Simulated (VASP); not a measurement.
Given:

```yaml
crystal:
  lattice:
    - [0.00000, 2.65191, 2.65191]
    - [2.65191, 0.00000, 2.65191]
    - [2.65191, 2.65191, 0.00000]
  atoms:
    - { symbol: Li, position: [0.00000, 0.00000, 0.00000] }
    - { symbol: Br, position: [0.50000, 0.50000, 0.50000] }
```

These are PBEsol GGA, VASP's PBE PAW potentials (set 64) (plane waves; VASP 6.6.1) values and carry that method's errors. Settings: 520 eV cut-off, 8×8×8 Γ-centred mesh, Gaussian smearing of 0.050 eV, potentials Li_sv Br.

**Question.** Predict the energy per atom (σ→0), pressure, band gap (on the k-mesh) with the smallest direct gap where there is one.

**Answer.** 
```json
{
 "band gap (on the k-mesh)": "5.29 eV",
 "smallest direct gap (on the k-mesh)": "5.29 eV",
 "energy per atom (σ→0)": "-3.461 eV/atom",
 "pressure": "1.96 GPa"
}
```

Total energies compare only between runs with the same potentials, cut-off and functional.

The compound is LiBr in the rock salt structure. This cell is one point of a volume scan, at 0.94 of the reference volume.
